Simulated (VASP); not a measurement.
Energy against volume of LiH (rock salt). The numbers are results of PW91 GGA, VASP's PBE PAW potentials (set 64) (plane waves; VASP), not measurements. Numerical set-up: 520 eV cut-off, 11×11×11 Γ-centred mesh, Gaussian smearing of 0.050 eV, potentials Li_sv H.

| V (Å³/atom) | E (eV/atom) |
|---|---|
| 7.525 | -3.08505 |
| 7.765 | -3.08816 |
| 8.006 | -3.08940 |
| 8.246 | -3.08896 |

Q: Fit these four points and predict the energy of the run at 8.486 Å³/atom.

A: A cubic in V^(−2/3), the third-order Birch-Murnaghan form, passes through the four points with V0 = 8.06 Å³/atom and B0 = 36 GPa, and gives -3.0870 eV/atom there. The run gave -3.0870 eV/atom, -0.0 meV/atom from the fit; all five points give B0 = 36 GPa.

The compound is LiH in the rock salt structure. It was relaxed first, which changed the volume by -5 %.
